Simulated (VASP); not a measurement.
# A VASP study of Si3N4 (LDA): structure first, properties next, part 3 of 7

Wanted: the relaxed cell of Si3N4 and its properties. The start is a cell from a database of measured crystal structures.

VASP 6.6.1; LDA; plane waves and PAW (Si, N).

So far, gap on the k-mesh (eV): step 2 (relaxing cell and atoms (LDA)) 4.23. The relaxed cell has a = 7.577, c = 2.893 Å (conventional setting).

### 5. Band structure (LDA)

The mesh alone shows little of the dispersion and can miss band extrema, so KPOINTS_OPT adds a path through the symmetry points after the self-consistent cycle.

Contents of INCAR:

```
SYSTEM = Si3N4
PREC = Accurate
ENCUT = 520
EDIFF = 1E-06
NELM = 100
ISMEAR = 0
SIGMA = 0.05
LREAL = .FALSE.
ALGO = Normal
GGA = CA
NBANDS = 64
LORBIT = 11
LWAVE = .FALSE.
LCHARG = .FALSE.
KPAR = 8
```

Contents of POSCAR:

```
Si3N4
1.0
    7.5771658243      0.0000000015      0.0000000000
   -3.7885829134      6.5620180918      0.0000000000
    0.0000000000      0.0000000000      2.8929258871
Si N
6 8
Direct
    0.7674982124      0.1739084410      0.2500000000
    0.5935897713      0.7674982124      0.7500000000
    0.8260915590      0.5935897713      0.2500000000
    0.2325017876      0.8260915590      0.7500000000
    0.4064102287      0.2325017876      0.2500000000
    0.1739084410      0.4064102287      0.7500000000
    0.0295514522      0.3302420085      0.2500000000
    0.6993094437      0.0295514522      0.7500000000
    0.6697579915      0.6993094437      0.2500000000
    0.9704485478      0.6697579915      0.7500000000
    0.3006905563      0.9704485478      0.2500000000
    0.3302420085      0.3006905563      0.7500000000
    0.6666666667      0.3333333333      0.2500000000
    0.3333333333      0.6666666667      0.7500000000
```

Contents of KPOINTS:

```
Automatic mesh
0
Gamma
4 4 9
0 0 0
```

Contents of KPOINTS_OPT:

```
Line mode
12
Line-mode
Reciprocal
  0.00000000   0.00000000   0.00000000 GAMMA
  0.50000000   0.00000000   0.00000000 M

  0.50000000   0.00000000   0.00000000 M
  0.33333333   0.33333333   0.00000000 K

  0.33333333   0.33333333   0.00000000 K
  0.00000000   0.00000000   0.00000000 GAMMA

  0.00000000   0.00000000   0.00000000 GAMMA
  0.00000000   0.00000000   0.50000000 A

  0.00000000   0.00000000   0.50000000 A
  0.50000000   0.00000000   0.50000000 L

  0.50000000   0.00000000   0.50000000 L
  0.33333333   0.33333333   0.50000000 H

  0.33333333   0.33333333   0.50000000 H
  0.00000000   0.00000000   0.50000000 A

  0.50000000   0.00000000   0.50000000 L
  0.50000000   0.00000000   0.00000000 M

  0.33333333   0.33333333   0.00000000 K
  0.33333333   0.33333333   0.50000000 H
```

Potentials, in the order of the species: Si and N (LDA family, release 64).

Command:

```bash
$ mpirun -np 8 vasp_std
```

Output:

```text
[... set-up lines as in an earlier step ...]
 entering main loop
       N       E                     dE             d eps       ncg     rms          rms(c)
DAV:   1     0.206431804398E+03    0.20643E+03   -0.30169E+04  2560   0.928E+02
DAV:   2    -0.127697233324E+03   -0.33413E+03   -0.31729E+03  3176   0.211E+02
DAV:   3    -0.144772505191E+03   -0.17075E+02   -0.16916E+02  3208   0.456E+01
DAV:   4    -0.144912324357E+03   -0.13982E+00   -0.13971E+00  3088   0.462E+00
DAV:   5    -0.144914020360E+03   -0.16960E-02   -0.16959E-02  3160   0.486E-01    0.304E+01
DAV:   6    -0.127038025972E+03    0.17876E+02   -0.35038E+01  2856   0.223E+01    0.149E+01
DAV:   7    -0.126753438005E+03    0.28459E+00   -0.28296E+00  3120   0.542E+00    0.616E+00
DAV:   8    -0.126580109113E+03    0.17333E+00   -0.14290E-01  3008   0.147E+00    0.253E+00
DAV:   9    -0.126537777282E+03    0.42332E-01   -0.30300E-02  3216   0.730E-01    0.271E-01
DAV:  10    -0.126538183989E+03   -0.40671E-03   -0.21776E-03  3048   0.167E-01    0.162E-01
DAV:  11    -0.126538274266E+03   -0.90277E-04   -0.18663E-04  3000   0.546E-02    0.317E-02
DAV:  12    -0.126538271549E+03    0.27170E-05   -0.18268E-05  3288   0.152E-02    0.174E-02
DAV:  13    -0.126538272163E+03   -0.61406E-06   -0.32814E-06  3008   0.706E-03
   1 F= -.12653827E+03 E0= -.12653827E+03  d E =-.221405E-20
 Start KPOINTS_OPT (optional k-point list driver)
k-point batch [1-20\108]
       N       E                     dE             ncg
DAV:   1     0.643871842003E+04   -0.27120E+04     2560
DAV:   2    -0.572411674893E+00   -0.64393E+04     3200
DAV:   3    -0.358191500873E+03   -0.35762E+03     3208
DAV:   4    -0.361332132305E+03   -0.31406E+01     3184
DAV:   5    -0.361372577353E+03   -0.40445E-01     3224
DAV:   6    -0.361373449224E+03   -0.87187E-03     3264
DAV:   7    -0.361373473945E+03   -0.24721E-04     3232
DAV:   8    -0.361373474669E+03   -0.72385E-06     2528
[...]
k-point batch [101-108\108]
       N       E                     dE             ncg
DAV:   1     0.142660417964E+05   -0.13609E+05     1024
DAV:   2     0.118802019619E+05   -0.23858E+04     1248
DAV:   3     0.117559413869E+05   -0.12426E+03     1304
DAV:   4     0.117549181974E+05   -0.10232E+01     1256
DAV:   5     0.117549063690E+05   -0.11828E-01     1232
DAV:   6     0.117549061472E+05   -0.22182E-03     1280
DAV:   7     0.117549061419E+05   -0.52809E-05     1216
DAV:   8     0.117549061418E+05   -0.13468E-06     1016
```

Wall time 3.6 min (8 MPI ranks of AMD EPYC 7R43, shared host); peak memory 3 GiB.

Parts of OUTCAR (step 5):

```text
   k-points           NKPTS =     20   k-points in BZ     NKDIM =     20   number of bands    NBANDS=     64

   NELECT =      64.0000    total number of electrons

 E-fermi :   7.0492

 k-point     1 :       0.0000    0.0000    0.0000
  band No.  band energies     occupation
    ...
     28       5.4224      2.00000
     29       5.4224      2.00000
     30       6.2712      2.00000
     31       6.3727      2.00000
     32       6.5504      2.00000
     33      10.9606      0.00000
     34      11.4352      0.00000
     35      11.5986      0.00000
     36      11.5986      0.00000
     37      11.9335      0.00000
    ...

  Total        0.0420760      0.0420760     -0.0581813     -0.0000000      0.0000000      0.0000000
  in kB        0.4686659      0.4686659     -0.6480559     -0.0000001      0.0000000      0.0000000
  external PRESSURE =       0.0964253 kB  Pullay stress =       0.0000000 kB

 POSITION                                       TOTAL-FORCE (eV/Angst)
 -----------------------------------------------------------------------------------
      5.15659      1.14119      0.72323         0.005547     -0.007629     -0.000000
      1.59000      5.03634      2.16969         0.009381      0.000990     -0.000000
      4.01057      3.89515      0.72323         0.003833      0.008619     -0.000000
     -1.36801      5.42083      2.16969        -0.005547      0.007629     -0.000000
      2.19859      1.52568      0.72323        -0.009381     -0.000990     -0.000000
     -0.22199      2.66687      2.16969        -0.003833     -0.008619     -0.000000
     -1.02723      2.16705      0.72323         0.001502     -0.008030     -0.000000
      5.18683      0.19392      2.16969         0.007705     -0.002715     -0.000000
      2.42548      4.58888      0.72323         0.006204      0.005316      0.000000
      4.81582      4.39496      2.16969        -0.001502      0.008030     -0.000000
     -1.39824      6.36810      0.72323        -0.007705      0.002715      0.000000
      1.36311      1.97314      2.16969        -0.006204     -0.005316     -0.000000
      3.78858      2.18734      0.72323        -0.000000      0.000000      0.000000
     -0.00000      4.37468      2.16969        -0.000000      0.000000      0.000000
 -----------------------------------------------------------------------------------
    total drift:                                0.000000     -0.000000      0.000000

  FREE ENERGIE OF THE ION-ELECTRON SYSTEM (eV)
  ---------------------------------------------------
  free  energy   TOTEN  =      -126.5382721632 eV

  energy  without entropy=     -126.5382721632  energy(sigma->0) =     -126.53827216

[... 9 parts as in an earlier step ...]

[... 7 further parts left out ...]
```

Numbers from this step:

```yaml
bands: 64
fermi_energy: 7.049 eV
pressure: 0.009643 GPa
least_gap_on_mesh_and_path: 4.200 eV
least_direct_gap_on_mesh_and_path: 4.410 eV
valence_top_at_k: 0, 0, 0.1818
```

Electronic bands along the path, in eV, zero at the valence-band top; v1 is the highest filled band, c1 the lowest empty one:

| point | v4 | v3 | v2 | v1 | c1 | c2 | c3 | c4 |
| --- | --- | --- | --- | --- | --- | --- | --- | --- |
| Γ | -1.34 | -0.49 | -0.39 | -0.21 | 4.20 | 4.67 | 4.84 | 4.84 |
| 0.45 of the way | -1.38 | -0.54 | -0.44 | -0.23 | 4.32 | 4.71 | 4.86 | 4.91 |
| M | -1.40 | -0.80 | -0.35 | -0.27 | 4.54 | 4.63 | 4.77 | 5.23 |
| 0.55 of the way | -1.38 | -0.93 | -0.34 | -0.28 | 4.60 | 4.68 | 4.77 | 5.32 |
| K | -1.17 | -1.17 | -0.30 | -0.30 | 4.62 | 4.76 | 4.76 | 5.49 |
| 0.55 of the way | -1.44 | -0.59 | -0.43 | -0.23 | 4.36 | 4.75 | 4.77 | 4.99 |
| Γ | -1.34 | -0.49 | -0.39 | -0.21 | 4.20 | 4.67 | 4.84 | 4.84 |
| 0.55 of the way | -1.74 | -1.40 | -1.40 | -0.13 | 5.40 | 5.40 | 6.45 | 6.45 |
| A | -1.67 | -1.67 | -1.41 | -1.41 | 4.56 | 4.56 | 4.56 | 4.56 |
| 0.55 of the way | -1.61 | -1.61 | -1.19 | -1.19 | 4.62 | 4.62 | 5.06 | 5.06 |
| L | -1.55 | -1.55 | -1.09 | -1.09 | 4.67 | 4.67 | 5.71 | 5.71 |
| 0.45 of the way | -1.51 | -1.51 | -1.12 | -1.12 | 4.76 | 4.76 | 5.73 | 5.73 |
| H | -1.45 | -1.45 | -1.16 | -1.16 | 4.91 | 4.91 | 5.66 | 5.66 |
| 0.45 of the way | -1.58 | -1.58 | -1.17 | -1.17 | 4.67 | 4.67 | 5.18 | 5.18 |
| A | -1.67 | -1.67 | -1.41 | -1.41 | 4.56 | 4.56 | 4.56 | 4.56 |
| jump to L | -1.55 | -1.55 | -1.09 | -1.09 | 4.67 | 4.67 | 5.71 | 5.71 |
| 0.45 of the way | -1.59 | -1.38 | -1.00 | -0.67 | 5.07 | 5.23 | 5.95 | 5.99 |
| M | -1.40 | -0.80 | -0.35 | -0.27 | 4.54 | 4.63 | 4.77 | 5.23 |
| jump to K | -1.17 | -1.17 | -0.30 | -0.30 | 4.62 | 4.76 | 4.76 | 5.49 |
| 0.45 of the way | -1.60 | -1.37 | -0.87 | -0.87 | 5.15 | 5.70 | 5.70 | 6.22 |
| H | -1.45 | -1.45 | -1.16 | -1.16 | 4.91 | 4.91 | 5.66 | 5.66 |

Of the projections kept (Si, N), the largest for each band there, as a share of the weight inside these atoms' spheres; weight between the spheres isn't counted:

| point | v4 | v3 | v2 | v1 | c1 | c2 | c3 | c4 |
| --- | --- | --- | --- | --- | --- | --- | --- | --- |
| Γ | N 0.96 | N 0.96 | N 0.97 | N 0.99 | Si 0.85 | N 0.76 | Si 0.67 | Si 0.67 |
| M | N 0.92 | N 0.98 | N 0.98 | N 0.99 | Si 0.68 | Si 0.72 | Si 0.80 | Si 0.61 |
| K | N 0.97 | N 0.97 | N 0.98 | N 0.98 | Si 0.65 | Si 0.73 | Si 0.73 | Si 0.70 |
| Γ | N 0.96 | N 0.96 | N 0.97 | N 0.99 | Si 0.85 | N 0.76 | Si 0.67 | Si 0.67 |
| A | N 0.96 | N 0.96 | N 0.95 | N 0.95 | Si 0.66 | Si 0.66 | Si 0.66 | Si 0.66 |
| L | N 0.96 | N 0.96 | N 0.97 | N 0.97 | Si 0.64 | Si 0.64 | Si 0.57 | Si 0.57 |

The path lowers the gap by 0.03 eV against the mesh alone, so a band edge lies off the mesh.

The path shows an indirect gap of 4.20 eV (valence top between Γ and A, conduction bottom at Γ). The least direct gap is 4.41 eV.

### 6. Total and projected DOS (LDA)

A density of states needs more k-points than a total energy, and tetrahedra (ISMEAR = -5) or a smearing that fits the mesh; LORBIT projects the states on the PAW spheres. The mesh is finer than in the run before.

Changes to INCAR since step 5:

```diff
@@ -5,3 +5,3 @@
 NELM = 100
-ISMEAR = 0
+ISMEAR = -5
 SIGMA = 0.05
@@ -15 +15,2 @@
 KPAR = 8
+NEDOS = 2001
```

POSCAR is that of step 5.

Contents of KPOINTS:

```
Automatic mesh
0
Gamma
6 6 14
0 0 0
```

Command:

```bash
$ mpirun -np 8 vasp_std
```

Output:

```text
[... set-up lines as in an earlier step ...]
 entering main loop
       N       E                     dE             d eps       ncg     rms          rms(c)
DAV:   1     0.203518652456E+03    0.20352E+03   -0.30181E+04  8192   0.927E+02
DAV:   2    -0.128149264264E+03   -0.33167E+03   -0.31419E+03 10160   0.211E+02
DAV:   3    -0.144776832584E+03   -0.16628E+02   -0.16477E+02 10224   0.449E+01
DAV:   4    -0.144912367322E+03   -0.13553E+00   -0.13544E+00  9896   0.454E+00
DAV:   5    -0.144914021729E+03   -0.16544E-02   -0.16543E-02 10008   0.479E-01    0.304E+01
DAV:   6    -0.127039237578E+03    0.17875E+02   -0.35033E+01  9152   0.223E+01    0.149E+01
DAV:   7    -0.126753394698E+03    0.28584E+00   -0.28140E+00 10032   0.541E+00    0.616E+00
DAV:   8    -0.126580073411E+03    0.17332E+00   -0.14249E-01  9680   0.147E+00    0.253E+00
DAV:   9    -0.126537817250E+03    0.42256E-01   -0.30219E-02 10288   0.729E-01    0.271E-01
DAV:  10    -0.126538221303E+03   -0.40405E-03   -0.21731E-03  9832   0.167E-01    0.163E-01
DAV:  11    -0.126538312564E+03   -0.91261E-04   -0.18741E-04  9488   0.548E-02    0.320E-02
DAV:  12    -0.126538310011E+03    0.25532E-05   -0.18559E-05 10504   0.153E-02    0.175E-02
DAV:  13    -0.126538310630E+03   -0.61867E-06   -0.32181E-06  9488   0.704E-03
   1 F= -.12653831E+03 E0= -.12653831E+03  d E =0.000000E+00
```

Run time: 2.5 min. Hardware: 8 MPI ranks; peak memory 3.8 GiB; 20 min of CPU time.

OUTCAR, selected parts (step 6):

```text
   k-points           NKPTS =     64   k-points in BZ     NKDIM =     64   number of bands    NBANDS=     64

   NELECT =      64.0000    total number of electrons

 E-fermi :   6.7658

 k-point     1 :       0.0000    0.0000    0.0000
  band No.  band energies     occupation
    ...
     28       5.4224      2.00000
     29       5.4224      2.00000
     30       6.2712      2.00000
     31       6.3726      2.00000
     32       6.5504      2.00000
     33      10.9606      0.00000
     34      11.4352      0.00000
     35      11.5986      0.00000
     36      11.5986      0.00000
     37      11.9335      0.00000
    ...

  Total        0.0424386      0.0424386     -0.0581273      0.0000000      0.0000000      0.0000000
  in kB        0.4727044      0.4727044     -0.6474544      0.0000000      0.0000000      0.0000000
  external PRESSURE =       0.0993181 kB  Pullay stress =       0.0000000 kB

 POSITION                                       TOTAL-FORCE (eV/Angst)
 -----------------------------------------------------------------------------------
      5.15659      1.14119      0.72323         0.005554     -0.007611      0.000000
      1.59000      5.03634      2.16969         0.009368      0.001005      0.000000
      4.01057      3.89515      0.72323         0.003814      0.008616      0.000000
     -1.36801      5.42083      2.16969        -0.005554      0.007611      0.000000
      2.19859      1.52568      0.72323        -0.009368     -0.001005      0.000000
     -0.22199      2.66687      2.16969        -0.003814     -0.008616      0.000000
     -1.02723      2.16705      0.72323         0.001476     -0.008041      0.000000
      5.18683      0.19392      2.16969         0.007702     -0.002742      0.000000
      2.42548      4.58888      0.72323         0.006226      0.005299      0.000000
      4.81582      4.39496      2.16969        -0.001476      0.008041     -0.000000
     -1.39824      6.36810      0.72323        -0.007702      0.002742     -0.000000
      1.36311      1.97314      2.16969        -0.006226     -0.005299      0.000000
      3.78858      2.18734      0.72323         0.000000     -0.000000      0.000000
     -0.00000      4.37468      2.16969         0.000000      0.000000     -0.000000
 -----------------------------------------------------------------------------------
    total drift:                                0.000000     -0.000000      0.000000

  FREE ENERGIE OF THE ION-ELECTRON SYSTEM (eV)
  ---------------------------------------------------
  free  energy   TOTEN  =      -126.5383106299 eV

  energy  without entropy=     -126.5383106299  energy(sigma->0) =     -126.53831063

[... 8 parts as in an earlier step ...]

[... 8 further parts left out ...]
```

Numbers from this step:

```yaml
irreducible_k_points: 64
fermi_energy: 6.766 eV
pressure: 0.009932 GPa
valence_top_at_k: 0, 0, 0.1429
gap_on_the_k_mesh: 4.204 eV
```

The density of states has structure finer than the step of the table below, so its rows give means over 0.5 eV, whole bins alone (the curve runs from -12.0 to 6.16 eV). Peaks (eV: height): total -4.66: 11.2, -1.89: 9.06, -1.70: 10.6, -1.33: 11.4; N p -4.66: 5.15, -1.89: 4.65, -1.70: 5.68, -1.33: 6.27; Si p -5.12: 1.66, -4.66: 1.83, -4.38: 1.21, 5.23: 1.22; N s -8.63: 0.340, -7.89: 0.290, 4.86: 0.369, 5.69: 0.449; Si s -9.28: 1.60, -9.10: 1.49, -8.63: 1.44, -7.89: 0.840.

States under -12.0 eV and over 6.2 eV are left out. Table of density of states by energy, zero at the valence-band top; means over each step; values in states/eV/cell:

| energy (eV) | total | N p | Si p | N s | Si s |
| --- | --- | --- | --- | --- | --- |
| -10.5 | 0 | 0 | 0 | 0 | 0 |
| -10.0 | 0.0924 | 0.0276 | 0.00490 | 0.00158 | 0.0268 |
| -9.5 | 1.84 | 0.558 | 0.0950 | 0.0331 | 0.535 |
| -9.0 | 4.37 | 1.35 | 0.213 | 0.111 | 1.28 |
| -8.5 | 4.10 | 1.29 | 0.303 | 0.221 | 0.944 |
| -8.0 | 4.22 | 1.38 | 0.433 | 0.238 | 0.729 |
| -7.5 | 2.66 | 0.907 | 0.341 | 0.136 | 0.346 |
| -7.0 | 4.39 | 1.56 | 0.652 | 0.197 | 0.379 |
| -6.5 | 4.04 | 1.52 | 0.686 | 0.112 | 0.215 |
| -6.0 | 5.57 | 2.20 | 0.922 | 0.129 | 0.228 |
| -5.5 | 5.51 | 2.31 | 0.952 | 0.0986 | 0.141 |
| -5.0 | 8.49 | 3.76 | 1.44 | 0.139 | 0.158 |
| -4.5 | 7.66 | 3.59 | 1.25 | 0.106 | 0.119 |
| -4.0 | 5.03 | 2.50 | 0.795 | 0.0633 | 0.0602 |
| -3.5 | 6.05 | 3.17 | 0.801 | 0.0463 | 0.0349 |
| -3.0 | 5.58 | 2.78 | 0.421 | 0.0663 | 0.0337 |
| -2.5 | 1.88 | 0.925 | 0.0722 | 0.0394 | 0.0117 |
| -2.0 | 6.61 | 3.35 | 0.160 | 0.0851 | 0.0367 |
| -1.5 | 9.06 | 4.93 | 0.152 | 0.0601 | 0.0588 |
| -1.0 | 4.72 | 2.67 | 0.0720 | 0.0282 | 0.0124 |
| -0.5 | 3.49 | 2.07 | 0.0372 | 0.00998 | 0.00402 |
| 0.0 | 0.587 | 0.363 | 0.00365 | 8.0e-4 | 5.4e-4 |
| 0.5 | 0 | 0 | 0 | 0 | 0 |
| 1.0 | 0 | 0 | 0 | 0 | 0 |
| 1.5 | 0 | 0 | 0 | 0 | 0 |
| 2.0 | 0 | 0 | 0 | 0 | 0 |
| 2.5 | 0 | 0 | 0 | 0 | 0 |
| 3.0 | 0 | 0 | 0 | 0 | 0 |
| 3.5 | 0 | 0 | 0 | 0 | 0 |
| 4.0 | 0.00449 | 6.1e-5 | 5.8e-4 | 2.0e-4 | 6.3e-4 |
| 4.5 | 1.72 | 0.0729 | 0.222 | 0.111 | 0.172 |
| 5.0 | 5.42 | 0.317 | 0.788 | 0.337 | 0.419 |
| 5.5 | 6.50 | 0.508 | 0.991 | 0.393 | 0.359 |

The gap on this mesh is 4.20 eV. In the top eV of the valence band the largest shares in the PAW spheres are N p 59 %. The rest lies in smaller channels or between the spheres.

[end of part 3 of 7]

[Lines on the potential files, build, host, timing and source positions are cut from VASP's logs without a mark.]

[Logs are printed without paths, hosts, clocks, repeated set-up lines and the standing remarks that a program may print on its own settings, such as how far it seeks lower states.]

[Hosts, paths, dates, database ids (printed as entryN), source tags and the programs' standing remarks are cut or masked in the printed files.]

[A measured line is paired with the nearest computed mode of its activity, which favours agreement.]

[In band tables of VASP the shares of atoms and orbitals are scaled to a sum of 1 inside the atoms' spheres.]
